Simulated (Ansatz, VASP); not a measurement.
**Cross-check of Zr (Zirconium) between VASP and Ansatz**

Aim: how closely do two programs agree when they are given the same cell, functional and k mesh? The cell is taken from a series of runs on this material, whose earlier steps may have relaxed, scaled, displaced or heated it; both programs get it as it stands.

Main program and level: Ansatz 0.2.0; plane waves, with VASP 6.6.1 beside it; zone-centre phonons at LDA.

## Step 1: Set-up

It takes space group P6_3/mmc (No. 194, hexagonal). The conventional cell has a = 3.117 Å, b = 3.117 Å, c = 5.073 Å, α = 90.00°, β = 90.00°, γ = 120.00°. Zr has 12 Zr at 3.11 to 3.12 Å nearest.

Structure file:

```cif
data_structure
_symmetry_space_group_name_H-M 'P6_3/mmc'
_symmetry_Int_Tables_number 194
_cell_length_a 3.1172
_cell_length_b 3.1172
_cell_length_c 5.0731
_cell_angle_alpha 90.000
_cell_angle_beta 90.000
_cell_angle_gamma 120.000
_cell_volume 42.69
loop_
_atom_site_label
_atom_site_type_symbol
_atom_site_symmetry_multiplicity
_atom_site_Wyckoff_symbol
_atom_site_fract_x
_atom_site_fract_y
_atom_site_fract_z
_atom_site_occupancy
Zr1 Zr 2 c 0.33333 0.66667 0.25000 1
```

## Step 2: Ansatz: zone-centre phonons, LDA, pair 1

Ansatz runs on its PAW soft_1 files.

Second derivatives magnify differences that forces hide, and they need a tight electronic threshold.

The input, input.yaml:

```yaml
crystal:
  lattice:
    - [3.1172159379, 0.0, 0.0]
    - [-1.5586079689, 2.6995881914, 0.0]
    - [0.0, 0.0, 5.0731109689]
  atoms:
    - { symbol: Zr, position: [0.3333333333, 0.6666666667, 0.25] }
    - { symbol: Zr, position: [0.6666666667, 0.3333333333, 0.75] }
kpoints:
  mp_grid: { grid: [15, 15, 8] }
hamiltonian:
  xc: lda
  pseudopotentials: { kind: paw, azcp: { folder: soft_1 }, xc_functional: pbe }
scf:
  occupations: { method: methfessel_paxton, width: 0.2 }
output:
  eigenvalues: true
phonons:
  method: dfpt
```

The run is started by

```
> ansatz run input.yaml --threads 4 --pin off --max-ram 10240MiB --backend cpu --events-out ev --progress --plain --runs-dir out
```

Numbers of over 12 decimals in the logs are rounded to 6 here.

The program printed:

```text
zone centre: on kpoints.mp_grid the ground state, and the responses unless they are solved on pairs of k-points, stand on 320 of the mesh's 1800 k-points, reduced under 4 symmetry operations, with k and −k counted as one. Each operation leaves every solved displacement unchanged or reverses it
Engine: ansatz 0.2.0, x86_64-unknown-linux-gnu
Pseudopotentials: kind: paw
Pseudopotential: Zr, paw, valence charge 12, recommended cutoff 420 eV (normal), soft_1/Zr.paw.azcp
Functional definition: SPW92
  exchange = slater_x
  correlation = pw_c
Crystal: 2 atoms, lattice volume = 42.691 Å³
Basis set: ecut = 420 eV, 833 PW (Γ), exchange–correlation on 48×48×72 points (8 copies of the dense FFT grid, shifted against one another)
Bands: 16, of which v1, the nominal top of the filled ones, is band 12 counted from 1 (11 counted from 0)
Symmetry: 24 space group operations
k-points: 320 of 1800 (irreducible under 4 space group operations, time reversal used)
Non-local potential: Zr, projectors of the file, l = 0: 3, l = 1: 2, l = 2: 2, l = 3: 1
PAW form: soft (Blöchl's): semilocal exchange-correlation on the pseudo side does not see the compensation charge
PAW frozen core: Zr, regenerated for the run's functional, and the local potential with it (the file was generated under x = pbe(κ = 0.804, μ = 0.219515), c = pbe(β = 0.066725))
PAW one-centre angular grid: Zr, 590 points (default); XC on 64 Gauss nodes
Initial density: superposition of atomic densities (chi_scale 0.1, normalization cell)
Initial wavefunctions: pseudopotential atomic-orbital guess
Functional: x = slater, c = lda
SCF iter   1: F=—  HF=-8155.125254 eV  |F-HF|=—  |Δ(HF+E_count)|=         —  Δρ=2.85e-2  dr2=4.15e-1  ethr=3.10e-3  ⟨swp⟩=5.1  Hψ=47609  notcnv=0
automatic band count: the SCF goes on with 20 bands, as 16 were too few: they end inside the smearing window of the response
preconditioner: auto → Kerker (q_TF=auto, 2.479 Å⁻¹)  [metal: Δε(μ)=0.013 eV  Ē_g=5.513 eV  σ=0.200 eV  W_gap=0.06  n_scr=10 (ndim 8)  ℏωp=16.1 eV  f_vac=0.000  D(μ)=2.00/eV (n_scr^D=22)]
SCF iter   2: F=—  HF=-8155.018907 eV  |F-HF|=—  |Δ(HF+E_count)|=   1.06e-1  S|Δr|=    0.00e0  Δρ=1.75e-2  dr2=1.52e-1  ethr=1.73e-3  ⟨swp⟩=1.0  Hψ=8965  notcnv=0
SCF iter   3: F=—  HF=-8154.963069 eV  |F-HF|=—  |Δ(HF+E_count)|=   5.58e-2  S|Δr|=    0.00e0  Δρ=1.72e-3  dr2=7.62e-4  ethr=6.33e-4  ⟨swp⟩=3.0  Hψ=11615  notcnv=0
SCF iter   4: F=—  HF=-8154.963025 eV  |F-HF|=—  |Δ(HF+E_count)|=   4.43e-5  S|Δr|=    0.00e0  Δρ=2.59e-4  dr2=1.37e-5  ethr=3.17e-6  ⟨swp⟩=2.2  Hψ=9701  notcnv=0
SCF iter   5: F=—  HF=-8154.963027 eV  |F-HF|=—  |Δ(HF+E_count)|=   2.24e-6  S|Δr|=    0.00e0  Δρ=2.91e-5  dr2=2.05e-7  ethr=5.72e-8  ⟨swp⟩=1.0  Hψ=5894  notcnv=0
SCF iter   6: F=—  HF=-8154.963027 eV  |F-HF|=—  |Δ(HF+E_count)|=   5.66e-7  S|Δr|=    0.00e0  Δρ=4.95e-6  dr2=8.56e-9  ethr=8.55e-10  ⟨swp⟩=2.4  Hψ=9876  notcnv=0  defer=127
SCF iter   7: F=—  HF=-8154.963027 eV  |F-HF|=—  |Δ(HF+E_count)|=  2.16e-10  S|Δr|=    0.00e0  Δρ=9.57e-7  dr2=4.00e-10  ethr=3.57e-11  ⟨swp⟩=1.5  Hψ=6541  notcnv=0  defer=127
SCF iter   8: F=-8154.963027 eV  HF=-8154.963027 eV  |F-HF|=9.09e-13  |Δ(HF+E_count)|=  6.64e-11  S|Δr|=    0.00e0  Δρ=1.57e-7  dr2=8.44e-12  ethr=1.00e-12  ⟨swp⟩=8.9  Hψ=32710  notcnv=0
SCF 1 converged in 8 iterations: F = -8154.963027 eV  dr2 = 8.44e-12
  greatest PAW one-centre occupation: 0.994 electrons in one spin orbital (limit 2), on the Zr atom at site 1 (counted from 0), in its partial waves of l = 0
DFPT response loops at Γ: preconditioner auto → Kerker (q_TF=auto, 2.479 Å⁻¹) (partly filled bands, converged f_vac=0.000); β = 1.00, the filter's whole step (`scf.mixing.beta` (0.50) is not read by the response loops under this deck's `scf.mixing.preconditioner`; to damp them name `kerker` or `kerker_dos`, under which they read `scf.mixing.beta`, and type it under 1.00, their step now; both keys bind the ground state too); Broyden in place of MSR1
SCF converged after 8 iterations
Stability not checked: this state was not tested for a lower state beside it, because cold or Methfessel-Paxton smearing, or corrected tetrahedra, fill the levels in a way that the test cannot read (fill_not_monotonic; see scf.lower_state_search)
Free energy (F): -8154.963027 eV
Harris-Foulkes:  -8154.963027 eV  (|F-HF|=9.09e-13)
Internal energy: -8154.964687 eV  (E = F + TS)
E sigma→0 (E₀):  -8154.963442 eV
Entropy (-TS):   0.001661 eV (0.830 meV/atom)
Fermi energy:    15.172662 eV
Step filling:    the computed levels leave a gap of 0.0000 eV = 0.0 smearing widths at the electron count; against every level under it full and every level over it empty, smearing changes F+E_penalty+E_count by +0.903 meV and its σ→0 estimate by +0.488 meV
--- Per-component energies (eV) ---
  E_band       = -162.311940
  E_kinetic    = 636.361972
  E_local      = -1135.781320  (includes V_loc(G=0)·N_el)
  E_nonlocal   = 159.511575
  E_hartree    = 369.502595
  E_xc         = -308.281749
  E_vxc        = -366.484560  (∫ρ·V_xc dr)
  E_paw        = -5718.119155  (= ΣΔE_a)
  E_vpaw       = -194.924807  (= ΣTr[D̂ρ^β])
  E_aug_tail   = -0.000048  (compensation charges beyond the density's cutoff)
  E_ewald      = -2158.899357
  E_core_change = 0.740800  (= ΣΔE_core)
  E_smearing   = 0.001661  (= −TS)
  E_closure    = 0.000000  (closes the sum)
  Σ components = -8154.963027   (vs F -8154.963027, Δ=0.00e0)
--- Band table (eV; the first three rows and the last of 320) ---
  k-point 0: bands = [... 8 lower, 9.3791, 11.8815, 15.9797, 16.0403, 16.0403, 16.5912, 16.7646, 16.7646, ... 4 higher]
  k-point 1: bands = [... 8 lower, 9.5201, 11.8854, 15.8777, 15.9796, 15.9796, 16.3201, 16.6672, 16.6672, ... 4 higher]
  k-point 2: bands = [... 8 lower, 9.9207, 11.8490, 15.6122, 15.7264, 15.8891, 15.8891, 16.4343, 16.4343, ... 4 higher]
  k-point 319: bands = [... 8 lower, 12.7284, 12.7284, 14.4477, 14.4477, 15.2541, 15.2541, 17.0896, 17.0896, ... 4 higher]
--- Phonons (Γ-DFPT): 2 representative perturbations + reference, on 320 of 1800 k-points (Σ response iterations 6) ---
  k mesh reduced under 4 symmetry operations, with k and −k counted as one. Each operation leaves every solved displacement unchanged or reverses it
  ASR residual: 4.783e-5 → 0.000e0 eV/Å²; symmetrization residual: 2.613e-10 eV/Å²
  ASR residual per site (eV/Å²): 4.78e-5 4.78e-5
  Γ frequencies (cm⁻¹): 0.00 0.00 0.00 48.04 48.04 181.65
  non-analytic LO–TO correction: not included (Born effective charges unavailable; polar crystals: no LO–TO splitting at Γ)
```

## Step 3: VASP: zone-centre phonons, LDA, pair 1

The same cell, functional (in two slightly different forms), mesh and smearing now go to VASP, with its own data sets.

Lines of VASP's logs that name or quote its potential files are left out, and so is its time.

The input, INCAR:

```
SYSTEM = Zr
PREC = Accurate
ENCUT = 500
EDIFF = 1E-08
NELM = 120
ISMEAR = 1
SIGMA = 0.2
LREAL = .FALSE.
ALGO = Normal
GGA = PW92
NBANDS = 18
LASPH = .TRUE.
LORBIT = 11
LWAVE = .FALSE.
LCHARG = .FALSE.
ISIF = 2
IBRION = 8
GGA_COMPAT = .FALSE.
KPAR = 2
```

The input, POSCAR:

```
Zr
1.0
    3.1172159379      0.0000000000      0.0000000000
   -1.5586079689      2.6995881914      0.0000000000
    0.0000000000      0.0000000000      5.0731109689
Zr
2
Direct
    0.3333333334      0.6666666668      0.2500000000
    0.6666666668      0.3333333334      0.7500000000
```

The input, KPOINTS:

```
Automatic mesh
0
Gamma
15 15 8
0 0 0
```

The projector-augmented-wave data sets are Zr_sv (LDA family, release 64).

The run is started by

```
> mpirun -np 2 vasp_std
```

The program printed:

```text
[banner, memory and clock lines left out]
running    2 mpi-ranks, on    1 nodes
 distrk:  each k-point on    1 cores,    2 groups
 distr:  one band on    1 cores,    1 groups

 POSCAR found type information on POSCAR Zr
 POSCAR found :  1 types and       2 ions
|                                                                             |
|               ----> ADVICE to this user running VASP <----                  |
|                                                                             |
|     You enforced a specific xc type in the INCAR file but a different       |
|     [... a line on the potential file left out ...]
|     I HOPE YOU KNOW WHAT YOU ARE DOING!                                     |
|                                                                             |

 LDA part: xc-table for (Slater(with rela. corr.)+PW92), standard interpolation
 POSCAR, INCAR and KPOINTS ok, starting setup
 FFT: planning ... GRIDC
 FFT: planning ... GRID_SOFT
 FFT: planning ... GRID
 WAVECAR not read
 entering main loop
       N       E                     dE             d eps       ncg     rms          rms(c)
DAV:   1     0.211276403307E+03    0.21128E+03   -0.13253E+04  4860   0.130E+03
DAV:   2    -0.380965024423E+01   -0.21509E+03   -0.21166E+03  5750   0.380E+02
DAV:   3    -0.188463173445E+02   -0.15037E+02   -0.14859E+02  8702   0.735E+01
DAV:   4    -0.192030271469E+02   -0.35671E+00   -0.35638E+00  5804   0.118E+01
DAV:   5    -0.192130739425E+02   -0.10047E-01   -0.10042E-01  7080   0.140E+00    0.169E+01
DAV:   6    -0.186590573811E+02    0.55402E+00   -0.83229E-01  5244   0.720E+00    0.702E+00
DAV:   7    -0.185534318355E+02    0.10563E+00   -0.55634E-01  7094   0.499E+00    0.108E+00
DAV:   8    -0.185568720570E+02   -0.34402E-02   -0.34609E-02  6402   0.152E+00    0.245E-01
DAV:   9    -0.185570878452E+02   -0.21579E-03   -0.10484E-03  6156   0.309E-01    0.331E-02
DAV:  10    -0.185570722822E+02    0.15563E-04   -0.34082E-05  7046   0.411E-02    0.239E-02
DAV:  11    -0.185570727682E+02   -0.48598E-06   -0.81852E-06  5332   0.337E-02    0.253E-03
DAV:  12    -0.185570727091E+02    0.59143E-07   -0.29285E-07  6700   0.353E-03    0.198E-03
DAV:  13    -0.185570727130E+02   -0.39122E-08   -0.25503E-08  4158   0.128E-03
   1 F= -.18557073E+02 E0= -.18557622E+02  d E =0.164685E-02
 Linear response reoptimize wavefunctions to high precision
DAV:   1    -0.185570727161E+02   -0.31255E-08   -0.73298E-09  5268   0.901E-04
DAV:   2    -0.185570727161E+02   -0.20009E-10   -0.18338E-10  2892   0.101E-04
 Linear response DOF=           2
 Linear response progress:
  Degree of freedom:   1/  2
       N       E                     dE             d eps       ncg     rms          rms(c)
RMM:   1    -0.649313913285E+00   -0.64931E+00    0.27451E+00 21919   0.134E+01
RMM:   2    -0.600503417624E+00    0.48810E-01   -0.23802E-01 33011   0.270E+00    0.235E-01
RMM:   3    -0.602169439247E+00   -0.16660E-02   -0.36978E-02 40467   0.933E-01    0.748E-02
RMM:   4    -0.604336731373E+00   -0.21673E-02   -0.48379E-03 48807   0.340E-01    0.245E-02
RMM:   5    -0.604894519548E+00   -0.55779E-03   -0.79528E-04 47956   0.138E-01    0.166E-02
RMM:   6    -0.604923304281E+00   -0.28785E-04   -0.18638E-04 51548   0.590E-02    0.160E-02
RMM:   7    -0.604836193786E+00    0.87110E-04   -0.55688E-05 48557   0.346E-02    0.427E-03
RMM:   8    -0.604808863326E+00    0.27330E-04   -0.20167E-05 51162   0.151E-02    0.336E-03
RMM:   9    -0.604798866865E+00    0.99965E-05   -0.78240E-06 51981   0.861E-03    0.187E-03
RMM:  10    -0.604786862426E+00    0.12004E-04   -0.34621E-06 50787   0.533E-03    0.355E-04
RMM:  11    -0.604786547023E+00    0.31540E-06   -0.23747E-06 53971   0.322E-03    0.130E-04
RMM:  12    -0.604786785089E+00   -0.23807E-06   -0.12941E-06 53021   0.209E-03    0.526E-05
RMM:  13    -0.604787384471E+00   -0.59938E-06   -0.48184E-07 52488   0.149E-03    0.262E-05
RMM:  14    -0.604787062174E+00    0.32230E-06   -0.94674E-08 52972   0.113E-03    0.171E-05
RMM:  15    -0.604786823217E+00    0.23896E-06    0.10105E-07 52282   0.897E-04    0.214E-05
RMM:  16    -0.604786814740E+00    0.84775E-08    0.19993E-07 51714   0.741E-04    0.896E-06
RMM:  17    -0.604786877975E+00   -0.63235E-07    0.24064E-07 53643   0.623E-04    0.193E-05
RMM:  18    -0.604786884469E+00   -0.64941E-08    0.29545E-07 52163   0.536E-04    0.226E-05
RMM:  19    -0.604786892402E+00   -0.79323E-08    0.29316E-07 49108   0.475E-04    0.352E-05
RMM:  20    -0.604786871313E+00    0.21088E-07    0.30336E-07 51189   0.422E-04    0.372E-05
RMM:  21    -0.604786908128E+00   -0.36814E-07    0.29169E-07 48896   0.381E-04    0.424E-05
RMM:  22    -0.604786851800E+00    0.56328E-07    0.28520E-07 48426   0.349E-04    0.419E-05
 first order change of Fermi-energy   0.14673E-04
 force on displaced ion       1 direction 1 :  -0.375  -0.000   0.000
 Linear response progress:
  Degree of freedom:   2/  2
       N       E                     dE             d eps       ncg     rms          rms(c)
RMM:   1    -0.777808742817E+00   -0.77781E+00    0.30062E+00  7604   0.135E+01
RMM:   2    -0.729734132877E+00    0.48075E-01   -0.26927E-01 11166   0.278E+00    0.250E-01
RMM:   3    -0.733315159893E+00   -0.35810E-02   -0.45827E-02 13644   0.976E-01    0.851E-02
RMM:   4    -0.735952797857E+00   -0.26376E-02   -0.64482E-03 15309   0.356E-01    0.310E-02
RMM:   5    -0.736239760200E+00   -0.28696E-03   -0.94578E-04 16124   0.146E-01    0.197E-02
RMM:   6    -0.736146685661E+00    0.93075E-04    0.40567E-04 16755   0.647E-02    0.153E-02
RMM:   7    -0.736050352741E+00    0.96333E-04    0.10616E-04 16792   0.353E-02    0.484E-03
RMM:   8    -0.736055633050E+00   -0.52803E-05   -0.30510E-05 16712   0.182E-02    0.118E-03
RMM:   9    -0.736040269119E+00    0.15364E-04   -0.10410E-05 17538   0.983E-03    0.292E-04
RMM:  10    -0.736040403669E+00   -0.13455E-06   -0.11292E-05 17790   0.546E-03    0.256E-04
RMM:  11    -0.736040938808E+00   -0.53514E-06   -0.15453E-05 17507   0.334E-03    0.141E-04
RMM:  12    -0.736042222148E+00   -0.12833E-05   -0.98057E-06 17151   0.240E-03    0.511E-05
RMM:  13    -0.736041875778E+00    0.34637E-06   -0.64055E-06 17774   0.169E-03    0.338E-05
RMM:  14    -0.736042089191E+00   -0.21341E-06   -0.33729E-06 16713   0.129E-03    0.224E-05
RMM:  15    -0.736042046734E+00    0.42457E-07   -0.31502E-06 16800   0.101E-03    0.412E-05
RMM:  16    -0.736042155910E+00   -0.10918E-06   -0.31215E-06 17640   0.796E-04    0.517E-05
RMM:  17    -0.736042406979E+00   -0.25107E-06   -0.45609E-06 16750   0.645E-04    0.533E-05
RMM:  18    -0.736042456323E+00   -0.49345E-07   -0.41605E-06 17332   0.534E-04    0.558E-05
RMM:  19    -0.736042471058E+00   -0.14734E-07   -0.39325E-06 16765   0.453E-04    0.617E-05
 first order change of Fermi-energy  -0.12428E-03
 force on displaced ion       1 direction 3 :  -0.000  -0.000  -5.582
 Linear response finished
```

From OUTCAR (step 3):

```text
ion  position               nearest neighbor table
   1  0.333  0.667  0.250-   2 3.11   2 3.11   2 3.11   2 3.11   2 3.11   2 3.11
   2  0.667  0.333  0.750-   1 3.11   1 3.11   1 3.11   1 3.11   1 3.11   1 3.11

  LATTYP: Found a hexagonal cell.
 ALAT       =     3.1172159379
 C/A-ratio  =     1.6274493234

 Subroutine GETGRP returns: Found 24 space group operations
 (whereof 12 operations were pure point group operations)

The static configuration has the point symmetry D_3d.
 The point group associated with its full space group is D_6h.

 Found    135 irreducible k-points:

   k-points           NKPTS =    135   k-points in BZ     NKDIM =    135   number of bands    NBANDS=     18

   dimension x,y,z NGX =    24 NGY =   24 NGZ =   40
   dimension x,y,z NGXF=    48 NGYF=   48 NGZF=   80

   ENCUT  =  500.0 eV  36.75 Ry    6.06 a.u.   5.68  5.68  9.25*2*pi/ulx,y,z

   NELECT =      24.0000    total number of electrons

 k-points in reciprocal lattice and weights: Automatic mesh
   0.00000000  0.00000000  0.00000000       0.001
   0.06666667  0.00000000  0.00000000       0.003
   0.13333333  0.00000000  0.00000000       0.003
   0.20000000  0.00000000  0.00000000       0.003
   0.26666667  0.00000000  0.00000000       0.003
   0.33333333  0.00000000  0.00000000       0.003
   0.40000000  0.00000000  0.00000000       0.003
   0.46666667 -0.00000000  0.00000000       0.003
   0.06666667  0.06666667  0.00000000       0.003
[...]
0.33333333  0.26666667  0.50000000       0.007
   0.33333333  0.33333333  0.50000000       0.001

 average (electrostatic) potential at core
       1 -73.2264       2 -73.2264

  Total        0.5467992      0.5467992      0.5702152      0.0000000     -0.0000000     -0.0000000
  in kB       20.5210548     20.5210548     21.3998450      0.0000000     -0.0000000     -0.0000000
  external PRESSURE =      20.8139849 kB  Pullay stress =       0.0000000 kB

  energy-cutoff  :      500.00
  volume of cell :       42.69
      direct lattice vectors                 reciprocal lattice vectors
     3.117215938  0.000000000  0.000000000     0.320799078  0.185213434  0.000000000
    -1.558607969  2.699588191  0.000000000     0.000000000  0.370426869  0.000000000
     0.000000000  0.000000000  5.073110969     0.000000000  0.000000000  0.197117707

 POSITION                                       TOTAL-FORCE (eV/Angst)
 -----------------------------------------------------------------------------------
      0.00000      1.79973      1.26828        -0.000000     -0.000000      0.000000
      1.55861      0.89986      3.80483         0.000000      0.000000      0.000000
 -----------------------------------------------------------------------------------
    total drift:                               -0.000000     -0.000000      0.000000

 Eigenvectors and eigenvalues of the dynamical matrix
 ----------------------------------------------------

   1 f  =    5.468790 THz    34.361421 2PiTHz  182.419199 cm-1    22.617088 meV
             X         Y         Z           dx          dy          dz
      0.000000  1.799725  1.268278     0.000000    0.000000    0.707107
      1.558608  0.899863  3.804833     0.000000   -0.000000   -0.707107

   2 f  =    1.418092 THz     8.910133 2PiTHz   47.302447 cm-1     5.864753 meV
             X         Y         Z           dx          dy          dz
      0.000000  1.799725  1.268278    -0.166879   -0.687133   -0.000000
      1.558608  0.899863  3.804833     0.166879    0.687133   -0.000000

   3 f  =    1.418092 THz     8.910133 2PiTHz   47.302447 cm-1     5.864753 meV
             X         Y         Z           dx          dy          dz
      0.000000  1.799725  1.268278    -0.687133    0.166879    0.000000
      1.558608  0.899863  3.804833     0.687133   -0.166879    0.000000

   4 f  =    0.000000 THz     0.000000 2PiTHz    0.000001 cm-1     0.000000 meV
             X         Y         Z           dx          dy          dz
      0.000000  1.799725  1.268278     0.019309    0.549805   -0.444232
      1.558608  0.899863  3.804833     0.019309    0.549805   -0.444232

   5 f  =    0.000000 THz     0.000000 2PiTHz    0.000001 cm-1     0.000000 meV
             X         Y         Z           dx          dy          dz
      0.000000  1.799725  1.268278     0.706737   -0.007332    0.021644
      1.558608  0.899863  3.804833     0.706737   -0.007332    0.021644

   6 f/i=    0.000000 THz     0.000000 2PiTHz    0.000001 cm-1     0.000000 meV
             X         Y         Z           dx          dy          dz
      0.000000  1.799725  1.268278    -0.012223    0.444591    0.549718
      1.558608  0.899863  3.804833    -0.012223    0.444591    0.549718

 ELASTIC MODULI CONTR FROM IONIC RELAXATION (kBar)
 Direction    XX          YY          ZZ          XY          YZ          ZX
 --------------------------------------------------------------------------------
 XX        -131.1391    131.1391      0.0000     -0.0000      0.0000     -0.0000
 YY         131.1391   -131.1391     -0.0000     -0.0000      0.0000     -0.0000
 ZZ           0.0000     -0.0000     -0.0000     -0.0000      0.0000      0.0000
 XY          -0.0000     -0.0000     -0.0000   -131.1391      0.0000     -0.0000
 YZ           0.0000      0.0000      0.0000      0.0000      0.0000      0.0000
 ZX          -0.0000     -0.0000      0.0000     -0.0000      0.0000     -0.0000
 --------------------------------------------------------------------------------
```

(Part 1 of 2 ends here.)

[Lines on the potential files, build, host, timing and source positions are cut from VASP's logs without a mark.]

[Logs are printed without paths, hosts, clocks, repeated set-up lines and the standing remarks that a program may print on its own settings, such as how far it seeks lower states.]

[Hosts, paths, dates, database ids (printed as entryN), source tags and the programs' standing remarks are cut or masked in the printed files.]
